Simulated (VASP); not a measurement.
# Mg2Al (Fm-3m) in VASP: reference runs

How does Mg2Al come out in PBE? The cell is run as given.

All numbers are computed with VASP 6.6.1; they aren't measurements. Logs are shortened: lines on timing, memory, paths and dates and some standing lists are left out, and cuts for length are marked.

### 1 Starting point

It takes space group Fm-3m (No. 225, cubic). Conventional cell: a = 6.646 Å, b = 6.646 Å, c = 6.646 Å, α = 90.00°, β = 90.00°, γ = 90.00°. Mg (site symmetry -43m) has 4 Al at 2.88 Å as nearest neighbours. Al (site symmetry m-3m) has 8 Mg at 2.88 Å as nearest neighbours.

The cell was built by a generator and needn't be a form met in nature.

### 2 Single point, PBE

INCAR reads:

```
PREC = Accurate
ENCUT = 520
EDIFF = 1E-7
ISMEAR = -1
SIGMA = 0.05
LREAL = False
LASPH = True
NELM = 80
ALGO = Normal
ISIF = 2
LWAVE = False
LCHARG = True
GGA = PE
LELF = True
LVHAR = True
NBANDS = 10
```

KPOINTS reads:

```
regular mesh
0
Gamma
  7 7 7
```

POSCAR reads:

```
Mg2Al
1.0
    0.0000000000      3.3229200000      3.3229200000
    3.3229200000      0.0000000000      3.3229200000
    3.3229200000      3.3229200000      0.0000000000
Mg Al
2 1
Direct
    0.2500000000      0.2500000000      0.2500000000
    0.7500000000      0.7500000000      0.7500000000
    0.0000000000      0.0000000000      0.0000000000
```

Potentials or basis: VASP PAW PBE potentials, release 64 (Mg, Al).

Started as:

```
$ cat potpaw_PBE.64/Mg/POTCAR potpaw_PBE.64/Al/POTCAR > POTCAR
$ mpirun -np 1 vasp_std > vasp.out
```

OUTCAR:

```text
PREC = Accurate
   ENCUT = 520
   EDIFF = 1E-7
   ISMEAR = -1
   LREAL = False
   LASPH = True
   NELM = 80
   ISIF = 2
   GGA = PE

 ion  position               nearest neighbor table
   1  0.250  0.250  0.250-   3 2.88   3 2.88   3 2.88   3 2.88   2 3.32   2 3.32   2 3.32   2 3.32
                             2 3.32   2 3.32
   2  0.750  0.750  0.750-   3 2.88   3 2.88   3 2.88   3 2.88   1 3.32   1 3.32   1 3.32   1 3.32
                             1 3.32   1 3.32
   3  0.000  0.000  0.000-   2 2.88   2 2.88   2 2.88   1 2.88   2 2.88   1 2.88   1 2.88   1 2.88

  LATTYP: Found a face centered cubic cell.
 ALAT       =     6.6458400000

  Lattice vectors:

 A1 = (   0.0000000000,   3.3229200000,   3.3229200000)
 A2 = (   3.3229200000,   0.0000000000,   3.3229200000)
 A3 = (   3.3229200000,   3.3229200000,   0.0000000000)

Analysis of symmetry for initial positions (statically):
=====================================================================
 Subroutine PRICEL returns:
 Original cell was already a primitive cell.

 Routine SETGRP: Setting up the symmetry group for a
 face centered cubic supercell.

 Subroutine GETGRP returns: Found 48 space group operations
 (whereof 48 operations were pure point group operations)
 out of a pool of 48 trial point group operations.

The static configuration has the point symmetry O_h .

Analysis of symmetry for dynamics (positions and initial velocities):
=====================================================================
 Subroutine PRICEL returns:
 Original cell was already a primitive cell.

 Routine SETGRP: Setting up the symmetry group for a
 face centered cubic supercell.

 Subroutine GETGRP returns: Found 48 space group operations
 (whereof 48 operations were pure point group operations)
 out of a pool of 48 trial point group operations.

The dynamic configuration has the point symmetry O_h .

 Subroutine INISYM returns: Found 48 space group operations
 (whereof 48 operations are pure point group operations),
 and found     1 'primitive' translations

----------------------------------------------------------------------------------------

                                     Primitive cell

  volume of cell :      73.3820

  direct lattice vectors                    reciprocal lattice vectors
     0.000000000  3.322920000  3.322920000    -0.150470068  0.150470068  0.150470068
     3.322920000  0.000000000  3.322920000     0.150470068 -0.150470068  0.150470068
     3.322920000  3.322920000  0.000000000     0.150470068  0.150470068 -0.150470068

  length of vectors
     4.699318531  4.699318531  4.699318531     0.260621804  0.260621804  0.260621804

  position of ions in fractional coordinates (direct lattice)
     0.250000000  0.250000000  0.250000000
     0.750000000  0.750000000  0.750000000
     0.000000000  0.000000000  0.000000000

  ion indices of the primitive-cell ions
   primitive index   ion index
                 1           1
                 2           2
                 3           3

----------------------------------------------------------------------------------------

 KPOINTS: regular mesh

Automatic generation of k-mesh.
 Grid dimensions read from file:
 generate k-points for:    7    7    7

 Generating k-lattice:

  Cartesian coordinates                     Fractional coordinates (reciprocal lattice)
    -0.021495724  0.021495724  0.021495724     0.142857143  0.000000000  0.000000000
     0.021495724 -0.021495724  0.021495724     0.000000000  0.142857143  0.000000000
     0.021495724  0.021495724 -0.021495724     0.000000000  0.000000000  0.142857143

  Length of vectors
     0.037231686  0.037231686  0.037231686

  Shift w.r.t. Gamma in fractional coordinates (k-lattice)
     0.000000000  0.000000000  0.000000000

 Subroutine IBZKPT returns following result:
 ===========================================

 Found     20 irreducible k-points:

 Following reciprocal coordinates:
            Coordinates               Weight
  0.000000  0.000000  0.000000      1.000000
  0.142857  0.000000  0.000000      8.000000
  0.285714  0.000000  0.000000      8.000000
  0.428571  0.000000  0.000000      8.000000
  0.142857  0.142857  0.000000      6.000000
  0.285714  0.142857  0.000000     24.000000
[... 12 lines left out ...]
 -0.428571  0.428571  0.142857     24.000000
 -0.285714  0.428571  0.142857     24.000000
   k-points           NKPTS =     20   k-points in BZ     NKDIM =     20   number of bands    NBANDS=     10
   number of dos      NEDOS =    301   number of ions     NIONS =      3
   total plane-waves  NPLWV =  46656
   dimension x,y,z NGX =    36 NGY =   36 NGZ =   36
   dimension x,y,z NGXF=    72 NGYF=   72 NGZF=   72
   ions per type =               2   1
   NGX,Y,Z   is equivalent  to a cutoff of  12.74, 12.74, 12.74 a.u.
   NGXF,Y,Z  is equivalent  to a cutoff of  25.47, 25.47, 25.47 a.u.
 SYSTEM =  unknown system
   PREC   = accura    normal or accurate (medium, high low for compatibility)
   ISTART =      0    job   : 0-new  1-cont  2-samecut
   ICHARG =      2    charge: 1-file 2-atom 10-const
   ISPIN  =      1    spin polarized calculation?
   LNONCOLLINEAR =      F non collinear calculations
   LSORBIT =      F    spin-orbit coupling
   LASPH  =      T    aspherical Exc in radial PAW
   ENCUT  =  520.0 eV  38.22 Ry    6.18 a.u.   8.74  8.74  8.74*2*pi/ulx,y,z
   NELM   =     80;   NELMIN=  2; NELMDL= -5     # of ELM steps
   EDIFF  = 0.1E-06   stopping-criterion for ELM
   LREAL  =      F    real-space projection
   EDIFFG = 0.1E-05   stopping-criterion for IOM
   NSW    =      0    number of steps for IOM
   IBRION =     -1    ionic relax: 0-MD 1-quasi-New 2-CG
   NFREE  =      0    steps in history (QN), initial steepest desc. (CG)
   ISIF   =      2    stress and relaxation
   ISYM   =      2    0-nonsym 1-usesym 2-fastsym
   POTIM  = 0.5000    time-step for ionic-motion
   TEBEG  =    0.0;   TEEND  =   0.0 temperature during run
   PSTRESS=    0.0 pullay stress
   NELECT =       7.0000    total number of electrons
   NUPDOWN=      -1.0000    fix difference up-down
   EMIN   =  10.00;   EMAX   =-10.00  energy-range for DOS
   EFERMI =   0.00;   METHOD = LEGACY
   ISMEAR =    -1;   SIGMA  =   0.05  broadening in eV -4-tet -1-fermi 0-gaus
   EFERMI_NEDOS =   21; number of points for ismear=-14 and -15
   IALGO  =     38    algorithm
   IMIX   =      4    mixing-type and parameters
     AMIX     =   0.40;   BMIX     =  1.00
     AMIX_MAG =   1.60;   BMIX_MAG =  1.00
  volume/ion in A,a.u.               =      24.46       165.07
  Fermi-wavevector in a.u.,A,eV,Ry     =   0.748016  1.413546  7.612842  0.559528
  Thomas-Fermi vector in A             =   1.844206
   LORBIT       =      0    0 simple, 1 ext, 2 COOP (PROOUT), +10 PAW based schemes
   GGA     = PE    functional components
   LHFCALC =     F    Hartree Fock is set to
   AEXX    =    0.0000 exact exchange contribution
   IVDW    =     0    specifies the selected vdW correction
   LEPSILON=     F    determine dielectric tensor
   LRPA    =     F    only Hartree local field effects (RPA)
 non-spin polarized calculation
  energy-cutoff  :      520.00
  volume of cell :       73.38
 maximum number of plane-waves:      1992
   NGX = 17   NGY = 17   NGZ = 17

 number of electron       7.0000000 magnetization

 Free energy of the ion-electron system (eV)
  ---------------------------------------------------
  ext. energy  EPLUGINS =         0.00000000
  ---------------------------------------------------
  free energy    TOTEN  =        -6.34673334 eV

  energy without entropy =       -6.32995529  energy(sigma->0) =       -6.33834432

 E-fermi :   2.5959     XC(G=0):  -8.3157

 val. band max:        2.5672432130   @ k =  -0.2857   0.2857   0.0000
 cond. band min:       2.6364849186   @ k =   0.2857   0.1429   0.0000
 fundamental gap:      0.0692417056
 Fermi energy:         2.5958739290

 k-point     1 :       0.0000    0.0000    0.0000
  band No.  band energies     occupation
      1      -4.7164      2.00000
      2       3.9696      0.00000
      3       3.9696      0.00000
      4       3.9696      0.00000
      5       5.0682      0.00000
      6       5.0682      0.00000
      7       5.0682      0.00000
      8       6.2608      0.00000
      9       7.9166      0.00000
     10       8.2113      0.00000

 k-point     2 :       0.1429    0.0000    0.0000
  band No.  band energies     occupation
      1      -4.5256      2.00000
      2       2.4060      1.95615
      3       3.6324      0.00000
      4       3.6324      0.00000
      5       5.1029      0.00000
      6       5.5284      0.00000
      7       5.5284      0.00000
      8       7.3393      0.00000
      9       7.5042      0.00000
     10       7.5042      0.00000

 k-point     3 :       0.2857    0.0000    0.0000
  band No.  band energies     occupation
      1      -3.9717      2.00000
      2       0.4720      2.00000
      3       3.2526      0.00000
      4       3.2526      0.00000
      5       4.7266      0.00000
      6       5.5685      0.00000
      7       5.5685      0.00000
      8       7.8789      0.00000
      9       7.8789      0.00000
     10       8.0007      0.00000

 k-point     4 :       0.4286    0.0000    0.0000
  band No.  band energies     occupation
      1      -3.1950      2.00000
      2      -1.0272      2.00000
      3       3.0704      0.00015
      4       3.0704      0.00015
      5       4.5101      0.00000
      6       5.2109      0.00000
      7       5.2109      0.00000
      8       7.5410      0.00000
      9       9.5169      0.00000
     10       9.5169      0.00000

 k-point     5 :       0.1429    0.1429    0.0000
  band No.  band energies     occupation
      1      -4.4616      2.00000
      2       2.8942      0.00511
      3       3.0466      0.00024
      4       3.0466      0.00024
      5       4.3713      0.00000
      6       6.1628      0.00000
      7       6.3215      0.00000
      8       6.3215      0.00000
      9       7.6772      0.00000
     10       8.4822      0.00000

 k-point     6 :       0.2857    0.1429    0.0000
  band No.  band energies     occupation
      1      -4.0259      2.00000
      2       1.1746      2.00000
      3       2.6365      0.61484
      4       2.6447      0.54703
      5       4.5156      0.00000
      6       5.7483      0.00000
      7       6.3601      0.00000
      8       6.7262      0.00000
      9       8.6838      0.00000
     10       9.2113      0.00000
[... 131 lines left out ...]
 k-point    17 :       0.4286    0.2857    0.1429
  band No.  band energies     occupation
      1      -3.4875      2.00000
      2       0.6009      2.00000
      3       1.1314      2.00000
      4       2.3816      1.97286
      5       4.9155      0.00000
      6       5.4014      0.00000
      7       6.1656      0.00000
      8       7.8322      0.00000
      9       8.6997      0.00000
     10      10.6812      0.00000

 k-point    18 :      -0.4286    0.2857    0.1429
  band No.  band energies     occupation
      1      -2.7455      2.00000
      2      -0.5871      2.00000
      3       0.7951      2.00000
      4       1.8771      2.00000
      5       5.1127      0.00000
      6       5.5284      0.00000
      7       6.8611      0.00000
      8       7.9902      0.00000
      9       8.9983      0.00000
     10      10.1331      0.00000

 k-point    19 :      -0.4286    0.4286    0.1429
  band No.  band energies     occupation
      1      -2.4398      2.00000
      2      -0.4618      2.00000
      3       0.6295      2.00000
      4       1.1850      2.00000
      5       4.4607      0.00000
      6       4.7588      0.00000
      7       7.4809      0.00000
      8       9.2948      0.00000
      9       9.8845      0.00000
     10      11.0063      0.00000

 k-point    20 :      -0.2857    0.4286    0.1429
  band No.  band energies     occupation
      1      -2.2052      2.00000
      2      -0.3878      2.00000
      3      -0.1650      2.00000
      4       1.2312      2.00000
      5       4.8779      0.00000
      6       6.4893      0.00000
      7       6.8600      0.00000
      8       7.3119      0.00000
      9       9.8099      0.00000
     10      10.4763      0.00000

------------------------ aborting loop because EDIFF is reached ----------------------------------------

  FORCE on cell =-STRESS in cart. coord.  units (eV):
  Direction    XX          YY          ZZ          XY          YZ          ZX
  --------------------------------------------------------------------------------------
  -------------------------------------------------------------------------------------
  Total       -0.0393077     -0.0393077     -0.0393077      0.0000000     -0.0000000      0.0000000
  in kB       -0.8582208     -0.8582208     -0.8582208      0.0000000     -0.0000000      0.0000000
  external PRESSURE =      -0.8582208 kB  Pullay stress =       0.0000000 kB

 VOLUME and BASIS-vectors are now :
 -----------------------------------------------------------------------------
  energy-cutoff  :      520.00
  volume of cell :       73.38
      direct lattice vectors                 reciprocal lattice vectors
     0.000000000  3.322920000  3.322920000    -0.150470068  0.150470068  0.150470068
     3.322920000  0.000000000  3.322920000     0.150470068 -0.150470068  0.150470068
     3.322920000  3.322920000  0.000000000     0.150470068  0.150470068 -0.150470068

 POSITION                                       TOTAL-FORCE (eV/Angst)
 -----------------------------------------------------------------------------------
      1.66146      1.66146      1.66146         0.000000      0.000000      0.000000
      4.98438      4.98438      4.98438        -0.000000     -0.000000     -0.000000
      0.00000      0.00000      0.00000         0.000000     -0.000000      0.000000
 -----------------------------------------------------------------------------------
    total drift:                               -0.000000     -0.000000     -0.000000

  FREE ENERGIE OF THE ION-ELECTRON SYSTEM (eV)
  ---------------------------------------------------
  free  energy   TOTEN  =        -6.3467333442 eV

  energy  without entropy=       -6.3299552897  energy(sigma->0) =       -6.33834432
```

Run time: 11 s. Hardware: 1 thread of AMD EPYC 9R45 (Zen 5), shared host; peak memory 0.17 GiB.

What came out:

| Property | Result |
| --- | --- |
| Free energy | -6.3467 eV |
| Pressure | -0.1 GPa |
| Band gap on the k mesh | none (metal or under the smearing width) |

Levels at points of the mesh, in eV from the Fermi level:
| k point | band 1 | band 2 | band 3 | band 4 | band 5 | band 6 | band 7 | band 8 | band 9 |
| --- | --- | --- | --- | --- | --- | --- | --- | --- | --- |
| (0.00, 0.00, 0.00) | -7.31 | 1.37 | 1.37 | 1.37 | 2.47 | 2.47 | 2.47 | 3.66 | 5.32 |
